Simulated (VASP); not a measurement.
Given:

```
NaH
1.0
    0.00000     2.38692     2.38692
    2.38692     0.00000     2.38692
    2.38692     2.38692     0.00000
Na H
1 1
Cartesian
  0.00000   0.00000   0.00000
  2.38692   2.38692   2.38692
```

Computed with r2SCAN meta-GGA, VASP's PBE PAW potentials (set 64) (plane waves; VASP 6.6.1). Numerical set-up: PREC = Normal, EDIFF = 1E-5, 400 eV cut-off, 11×11×11 Γ-centred mesh, Gaussian smearing of 0.050 eV, potentials Na_pv H.

**Question.** What does the run give for the energy per atom (σ→0)?

**Answer.** 
| Property | Result |
|---|---|
| energy per atom (σ→0) | -3.802 eV/atom |

Total energies compare only between runs with the same potentials, cut-off and functional.

The compound is NaH in the rock salt structure. It was relaxed first, which changed the volume by -6 %.
